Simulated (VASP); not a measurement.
Input of a VASP 6.6.1 run:

Contents of INCAR:

```
SYSTEM = Mn3Zn
PREC     = Accurate       ! precision mode
ENCUT    = 520            ! plane-wave cutoff, eV
EDIFF    = 1E-7           ! SCF threshold, eV
ISMEAR   = -1             ! smearing method
SIGMA    = 0.05           ! smearing width, eV
LREAL    = .FALSE.        ! projectors in reciprocal space
LASPH    = .TRUE.         ! aspherical terms in the spheres
NELM     = 100            ! most SCF steps
ALGO     = Normal         ! electronic algorithm
ISIF     = 2              ! what is computed and relaxed
LWAVE    = .FALSE.        ! write WAVECAR
LCHARG   = .FALSE.        ! write CHGCAR
ISPIN    = 2              ! spin polarisation
MAGMOM   = 0 4 4 4        ! initial moments
LORBIT   = 11             ! projections on sites
LMAXMIX  = 4              ! l up to which the mixer works
GGA      = PE             ! functional
NBANDS   = 38             ! bands
```

KPOINTS

```
Automatic mesh
0
G
  11 11 11
  0 0 0
```

Contents of POSCAR:

```
Mn3Zn
1.0
   -1.7544100000      1.7544100000      3.8217990000
    1.7544100000     -1.7544100000      3.8217990000
    1.7544100000      1.7544100000     -3.8217990000
Zn Mn
1 3
Direct
    0.0000000000      0.0000000000      0.0000000000
    0.5000000000      0.5000000000      0.0000000000
    0.2500000000      0.7500000000      0.5000000000
    0.7500000000      0.2500000000      0.5000000000
```

Potentials or basis: VASP PAW PBE potentials, release 64 (Zn, Mn_pv).

Launch:

```console
$ cat potpaw_PBE.64/Zn/POTCAR potpaw_PBE.64/Mn_pv/POTCAR > POTCAR
$ mpirun -np 1 vasp_std > vasp.out
```

(1) Predict the net moment.

(2) What does it give for the site moments?

(3) What does it give for the pressure?

(4) What does it give for the band gap on the k mesh?

Answers

(1) 3.62 μB per cell.

(2) Zn -0.04; Mn +1.46, +1.09 μB.

(3) -1.0 GPa.

(4) none (metal or under the smearing width).
